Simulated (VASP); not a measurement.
A convergence study with VASP on Ba (bcc): one setting is varied, all else stays as given below, so the limit is that of these other settings.

```
Ba
1.0
   -2.51000     2.51000     2.51000
    2.51000    -2.51000     2.51000
    2.51000     2.51000    -2.51000
Ba
1
Cartesian
  0.00000   0.00000   0.00000
```

The numbers are results of PBE GGA, VASP's PBE PAW potentials (set 64) (plane waves; VASP), not measurements. The tightest run used: 550 eV cut-off, 20×20×20 Γ-centred mesh, first-order Methfessel-Paxton smearing of 0.10 eV, potentials Ba_sv.

Problem. The settings run are 1×1×1 mesh; 2×2×2 mesh; 3×3×3 mesh; 4×4×4 mesh; 5×5×5 mesh; 6×6×6 mesh; 7×7×7 mesh; 8×8×8 mesh; 9×9×9 mesh; 10×10×10 mesh; 11×11×11 mesh; 12×12×12 mesh; 13×13×13 mesh; 14×14×14 mesh; 15×15×15 mesh; 16×16×16 mesh; 17×17×17 mesh; 18×18×18 mesh; 19×19×19 mesh; 20×20×20 mesh. From which on does the energy per atom stay within 0.005 eV/atom of the tightest run?

Solution. From 8×8×8 mesh on: it is off by 0.0040 there and by no more than 0.005 in any finer run, while 7×7×7 mesh is off by 0.0073.
| setting | E (eV/atom) | pressure (GPa) | irreducible k-points | difference judged (eV/atom) |
|---|---|---|---|---|
| 1×1×1 mesh | -4.8128 | 5.14 | 1 | 2.9045 |
| 2×2×2 mesh | -2.5319 | -4.11 | 3 | 0.6236 |
| 3×3×3 mesh | -1.7978 | -0.69 | 4 | 0.1104 |
| 4×4×4 mesh | -1.9042 | 0.27 | 8 | 0.0041 |
| 5×5×5 mesh | -1.9129 | -0.18 | 10 | 0.0046 |
| 6×6×6 mesh | -1.8998 | 0.19 | 16 | 0.0085 |
| 7×7×7 mesh | -1.9009 | 0.15 | 20 | 0.0073 |
| 8×8×8 mesh | -1.9122 | 0.00 | 29 | 0.0040 |
| 9×9×9 mesh | -1.9061 | 0.07 | 35 | 0.0021 |
| 10×10×10 mesh | -1.9062 | 0.06 | 47 | 0.0020 |
| 11×11×11 mesh | -1.9104 | 0.03 | 56 | 0.0021 |
| 12×12×12 mesh | -1.9077 | 0.06 | 72 | 0.0005 |
| 13×13×13 mesh | -1.9072 | 0.06 | 84 | 0.0010 |
| 14×14×14 mesh | -1.9083 | 0.05 | 104 | 0.0000 |
| 15×15×15 mesh | -1.9084 | 0.03 | 120 | 0.0002 |
| 16×16×16 mesh | -1.9080 | 0.05 | 145 | 0.0003 |
| 17×17×17 mesh | -1.9081 | 0.04 | 165 | 0.0001 |
| 18×18×18 mesh | -1.9083 | 0.04 | 195 | 0.0001 |
| 19×19×19 mesh | -1.9080 | 0.05 | 220 | 0.0002 |
| 20×20×20 mesh | -1.9082 | 0.04 | 256 | 0.0000 |

Left out are rungs that failed or repeat a setting and relaxations that didn't move; long series are thinned to 24 rows.

The compound is Ba in the bcc structure. The cell was not relaxed at this level.
